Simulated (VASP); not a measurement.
All values below come from PW91 GGA, VASP's PBE PAW potentials (set 64) (plane waves; VASP).

A VASP calculation is set up with these files.

**POSCAR**
```
Na2S
1.0
  0.0000000000   3.2467980500   3.2467980500
  3.2467980500   0.0000000000   3.2467980500
  3.2467980500   3.2467980500   0.0000000000
Na S
2 1
Direct
  0.2500000000   0.2500000000   0.2500000000
  0.7500000000   0.7500000000   0.7500000000
  0.0000000000   0.0000000000   0.0000000000
```

### KPOINTS
```
kpoints
0
Gamma
 6 6 6
```

INCAR:
```
! general
SYSTEM=Na2S
PREC  =Accurate
ENCUT =520
LREAL =.FALSE.
LASPH =.TRUE.

! electronic loop
EDIFF =1E-7
NELM  =100
ALGO  =Normal

! smearing
ISMEAR=0
SIGMA =0.05

! functional
GGA   =91

! ions
ISIF  =2

! output
LWAVE =.FALSE.
LCHARG=.FALSE.
```

POTCAR, in this order: Na_pv S (PBE.64 set). Program: vasp_std.

Question: Estimate the energy per atom (σ→0), pressure, band gap (on the k-mesh).

Answer: 
The energy per atom (σ→0) is -3.349 eV/atom, the band gap (on the k-mesh) comes out as 2.57 eV and the pressure is 1.07 GPa.

File OSZICAR:
```
...
DAV:   8    -0.100458148695E+02   -0.59749E-02   -0.15166E-02   484   0.129E+00    0.528E-01
DAV:   9    -0.100458382161E+02   -0.23347E-04   -0.10168E-03   568   0.269E-01    0.312E-01
DAV:  10    -0.100471861532E+02   -0.13479E-02   -0.19475E-03   454   0.299E-01    0.861E-02
DAV:  11    -0.100472128394E+02   -0.26686E-04   -0.73540E-05   544   0.103E-01    0.205E-02
DAV:  12    -0.100472277014E+02   -0.14862E-04   -0.37724E-05   448   0.313E-02    0.287E-02
DAV:  13    -0.100472261838E+02    0.15176E-05   -0.60490E-06   544   0.141E-02    0.172E-03
DAV:  14    -0.100472261703E+02    0.13525E-07   -0.33193E-07   448   0.447E-03
   1 F= -.10047226E+02 E0= -.10047226E+02  d E =-.250106E-20
```

The compound is Na2S in the antifluorite structure. This cell is one point of a volume scan, at 0.97 of the reference volume.
